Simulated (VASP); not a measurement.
An input for Ansatz (written as the equivalent of a VASP run, and not itself run):

Ansatz 0.2 input:
```yaml
crystal:
  lattice:
    - [1.8545865, -3.2122359, 0.0000000]
    - [1.8545865, 3.2122359, 0.0000000]
    - [0.0000000, 0.0000000, 5.9980707]
  atoms:
    - { symbol: Mg, position: [0.0000000, 0.0000000, 0.0000000] }
    - { symbol: I, position: [0.3333330, 0.6666670, 0.2760291] }
    - { symbol: I, position: [0.6666670, 0.3333330, 0.7239709] }
kpoints:
  mp_grid: { grid: [6, 6, 4] }
hamiltonian:
  xc: pbe
  pseudopotentials: { kind: paw }
scf:
  occupations: { method: gaussian, width: 0.05 }
  max_iter: 100
relax:
  max_steps: 40
  f_tol: 0.01
  cell: { p_target: 20 }
output: { forces: true, stress: true, eigenvalues: true }
```

Question: Write the VASP files for the same calculation (PBE).

Answer: Several could match; the one computed here: 
### INCAR
```
ALGO  =  Normal
EDIFF  =  1E-7
EDIFFG  =  -0.01
ENCUT  =  480
GGA  =  PE
IBRION  =  2
ISIF  =  3
ISMEAR  =  0
LASPH  =  .TRUE.
LCHARG  =  .FALSE.
LMAXMIX  =  4
LREAL  =  .FALSE.
LWAVE  =  .FALSE.
NELM  =  100
NSW  =  40
PREC  =  Accurate
PSTRESS  =  200
SIGMA  =  0.05
SYSTEM  =  MgI2
```

KPOINTS:
```
Automatic
0
G
6 6 4
```

POSCAR:
```
MgI2
1.0
  1.8545864770  -3.2122358868   0.0000000000
  1.8545864770   3.2122358868   0.0000000000
  0.0000000000   0.0000000000   5.9980707148
Mg I
1 2
Cart
  0.0000000000   0.0000000000   0.0000000000
  1.8545864770   1.0707474371   1.6556423155
  1.8545864770  -1.0707474371   4.3424283993
```

POTCAR, in this order: Mg I (PBE.64 set). Program: vasp_std.

What does not carry over: each code has its own PAW files, so the cut-off isn't converted (ENCUT is set for VASP's; basis.ecutwfc is left out, and Ansatz then takes the one that its files recommend); Ansatz stops its SCF on the density residual and VASP on the energy change (EDIFF).

The compound is MgI2 in the 1T layered structure. It was relaxed first under an external pressure of 20 GPa.
